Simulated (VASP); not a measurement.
## Cs2Be: relaxation of cell and atoms with PBE

Cs2Be:

```
Cs Be
1.0
     5.38307    0.00000    0.00000
    -2.69153    4.66187    0.00000
     0.00000    0.00000    3.98963
Cs Be
2 1
Direct
  0.33333 0.66667 0.50000
  0.66667 0.33333 0.50000
  0.00000 0.00000 0.00000
```

The cell was built by a generator and needn't be a form met in nature.

The cell isn't the ideal one: species swapped into the YHg2 type (P6/mmm, No. 191).

```
Program                : VASP 6.6.1
Task                   : relaxation of cell and atoms
Functional             : PBE
Potentials or basis    : VASP PAW PBE potentials, release 64 (Cs_sv, Be)
Cutoff                 : 600 eV
k mesh                 : 6 × 6 × 4
Occupations            : gaussian, width 0.1 eV
Spin                   : no spin polarisation
Dipole correction      : no
Further INCAR settings : ALGO = Normal; EDIFF = 1e-07; IBRION = 2; EDIFFG = -0.04; NSW = 90; ISIF = 3
```

```yaml
Relaxed_volume: 52.52 Å³/atom
Relaxed_cell: a = 6.538 Å, b = 6.538 Å, c = 4.256 Å, α = 90.00°, β = 90.00°, γ = 120.00°
Space_group_after_relaxing_to_0.05_Å: P6/mmm (No. 191)
Energy_gained_by_relaxing: 394.9 meV/atom
Ionic_steps: 8
Pressure_after_relaxing: 0.1 GPa
Band_gap_on_the_k_mesh: none (metal or under the smearing width)
```

Step by step:
```tsv
step	energy change (eV)	largest force (eV/Å)	pressure (GPa)	volume (Å³)
1	0.0000	0.0000	8.03	100.12
2	-1.0061	0.0000	1.98	125.88
3	-1.1258	0.0000	0.94	136.85
4	-1.1342	0.0000	-0.10	160.22
5	-1.1575	0.0000	0.19	150.48
6	-1.1585	0.0000	0.28	148.09
7	-1.1689	0.0000	0.23	150.45
8	-1.1847	0.0000	0.08	157.56
```

Final structure:
```
Cs Be
1.0
     6.53801    0.00000    0.00000
    -3.26901    5.66209    0.00000
     0.00000    0.00000    4.25630
Cs Be
2 1
Direct
  0.33333 0.66667 0.50000
  0.66667 0.33333 0.50000
  0.00000 0.00000 0.00000
```

Levels at points of the mesh, in eV from the Fermi level:
```csv
k point,band 6,band 7,band 8,band 9,band 10,band 11,band 12,band 13,band 14
"(0.00, 0.00, 0.00)",-10.08,-10.08,-10.04,-3.31,0.29,0.29,0.66,2.16,2.47
"(0.50, 0.00, 0.00)",-10.22,-10.13,-9.95,-2.77,-0.88,0.44,0.78,1.98,2.33
"(0.00, 0.00, 0.50)",-10.61,-10.01,-10.01,-1.84,-0.62,0.84,0.84,0.88,0.88
"(0.50, 0.00, 0.50)",-10.75,-10.23,-9.89,-2.11,-0.19,-0.07,0.52,2.12,2.17
```

Wall time 100 s on 1 thread of Intel(R) Xeon(R) 6975P-C (Granite Rapids), on a shared host, peak memory 0.28 GiB.

Caveat: the k mesh is coarse (spacing up to 0.39 Å⁻¹), so the values aren't converged; the volume moved by over 15 % at a fixed basis, so the end points are rough. The run has no spin-orbit coupling, so splittings on Cs are missing.
